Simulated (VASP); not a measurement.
VASP ran on this input.

File KPOINTS:
```
Automatic mesh
0
Gamma
6 6 3
0 0 0
```

POSCAR:
```
MgTe
1.0
  4.2830264177   0.0000000000   0.0000000000
 -2.1415132089   3.7092093253   0.0000000000
  0.0000000000   0.0000000000   6.9876438191
Mg Te
2 2
Direct
  0.3333330000   0.6666670000   0.9997100932
  0.6666670000   0.3333330000   0.4997100932
  0.3333330000   0.6666670000   0.3752899068
  0.6666670000   0.3333330000   0.8752899068
```

INCAR:
```
SYSTEM = MgTe
PREC = Accurate; ENCUT = 500; LREAL = F
LASPH = T
EDIFF = 1E-6; NELM = 100; ALGO = Normal
LMAXMIX = 4
ISMEAR = 0; SIGMA = 0.05
GGA = PS
IBRION = 2; NSW = 40; ISIF = 3
EDIFFG = -0.02; PSTRESS = 200
LWAVE = F; LCHARG = F
```

POTCAR, in this order: Mg Te (PBE.64 set). Program: vasp_std.

Task: Write an equivalent input for Ansatz.

Result: One equivalent input (not run):
Ansatz 0.2 input:
```yaml
crystal:
  lattice:
    - [4.2830264, 0.0000000, 0.0000000]
    - [-2.1415132, 3.7092093, 0.0000000]
    - [0.0000000, 0.0000000, 6.9876438]
  atoms:
    - { symbol: Mg, position: [0.3333330, 0.6666670, 0.9997101] }
    - { symbol: Mg, position: [0.6666670, 0.3333330, 0.4997101] }
    - { symbol: Te, position: [0.3333330, 0.6666670, 0.3752899] }
    - { symbol: Te, position: [0.6666670, 0.3333330, 0.8752899] }
kpoints:
  mp_grid: { grid: [6, 6, 3] }
hamiltonian:
  xc: pbesol
  pseudopotentials: { kind: paw }
scf:
  occupations: { method: gaussian, width: 0.05 }
  max_iter: 100
relax:
  max_steps: 40
  f_tol: 0.02
  cell: { p_target: 20 }
output: { forces: true, stress: true, eigenvalues: true }
```
The two are equivalent in intent, not identical: each code has its own PAW files, so the cut-off isn't converted (ENCUT is set for VASP's; basis.ecutwfc is left out, and Ansatz then takes the one that its files recommend); Ansatz stops its SCF on the density residual and VASP on the energy change (EDIFF).

The structure was generated: MgTe was put into the wurtzite type (P6_3mc), which need not be its known phase. This run relaxes it under an external pressure of 20 GPa. Symmetry was kept, so distortions that lower it aren't found.
